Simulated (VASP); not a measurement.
An input for Ansatz (written as the equivalent of a VASP run, and not itself run):

Ansatz 0.2 input:
```yaml
crystal:
  lattice:
    - [-2.0839577, 2.0839577, 2.0839577]
    - [2.0839577, -2.0839577, 2.0839577]
    - [2.0839577, 2.0839577, -2.0839577]
  atoms:
    - { symbol: Na, position: [0.0000000, 0.0000000, 0.0000000] }
kpoints:
  mp_grid: { grid: [11, 11, 11] }
hamiltonian:
  xc: r2scan
  pseudopotentials: { kind: paw }
scf:
  occupations: { method: methfessel_paxton, width: 0.1 }
  max_iter: 100
relax:
  max_steps: 30
  f_tol: 0.001
output: { forces: true, stress: true, eigenvalues: true }
```

**Question.** Translate this input to VASP (INCAR, KPOINTS, POSCAR, choice of POTCAR).

**Answer.** One answer among several that fit: 
INCAR:
```
SYSTEM = Na
PREC = Accurate
ENCUT = 400
EDIFF = 1E-8
NELM = 100
ALGO = Normal
LREAL = .FALSE.
LASPH = .TRUE.
ISMEAR = 1
SIGMA = 0.1
METAGGA = R2SCAN
LMIXTAU = .TRUE.
LWAVE = .FALSE.
LCHARG = .FALSE.
IBRION = 1
ISIF = 2
NSW = 30
EDIFFG = -0.001
```

KPOINTS:
```
K-points
0
gamma
11 11 11
```

### POSCAR
```
Na
1.0
 -2.0839576907   2.0839576907   2.0839576907
  2.0839576907  -2.0839576907   2.0839576907
  2.0839576907   2.0839576907  -2.0839576907
Na
1
direct
  0.0000000000   0.0000000000   0.0000000000
```

POTCAR, in this order: Na_pv (PBE.64 set). Program: vasp_std.

The two are equivalent in intent, not identical: each code has its own PAW files, so the cut-off isn't converted (ENCUT is set for VASP's; basis.ecutwfc is left out, and Ansatz then takes the one that its files recommend); Ansatz stops its SCF on the density residual and VASP on the energy change (EDIFF).

The compound is Na in the bcc structure. It was relaxed first, which changed the volume by -6 %. The start is the result of an earlier pass.
